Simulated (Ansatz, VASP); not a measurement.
# ReSb2 in VASP and in Ansatz

```
Re Sb
1.0
     3.30169    0.00000    0.00000
    -1.65085    2.85935    0.00000
     0.00000    0.00000   14.64758
Re Sb
2 4
Direct
  0.33333 0.66667 0.25000
  0.66667 0.33333 0.75000
  0.33333 0.66667 0.88556
  0.66667 0.33333 0.11444
  0.66667 0.33333 0.38556
  0.33333 0.66667 0.61444
```

Change from the starting cell: species swapped into the TaSe2 type (P6_3/mmc, No. 194).

Alike in both runs: functional PBE; k mesh 12 × 12 × 4; occupations gaussian, width 0.1 eV; no spin polarisation.

Ansatz relaxed the structure, and its values are those at the end. VASP's run is a single point on that final structure, the one shown.

|  | VASP | Ansatz |
| --- | --- | --- |
| version | VASP 6.6.1 | Ansatz 0.2.0 |
| potentials or method | VASP PAW PBE potentials, release 64 (Re, Sb) | scalar-relativistic, plane waves, PAW |
| plane-wave cutoff (eV) | 520 | 420 |
| valence electrons in the cell | 34 | 90 |

VASP gave:

| Quantity | Value |
| --- | --- |
| gap on the k mesh at the Fermi level (eV) | none |
| pressure (GPa) | -0.2 |

Q: Which values does Ansatz return?

A: gap on the k mesh at the Fermi level (eV): none; pressure (GPa): 0.0.

A gap of «none» marks a metal or a gap that the smearing closes. The functional is the same, so the differences come from potentials, cutoffs and numerics. The two sets of potentials don't hold the same shells in valence.

The runs have no spin-orbit coupling, so splittings on Re, Sb are missing.
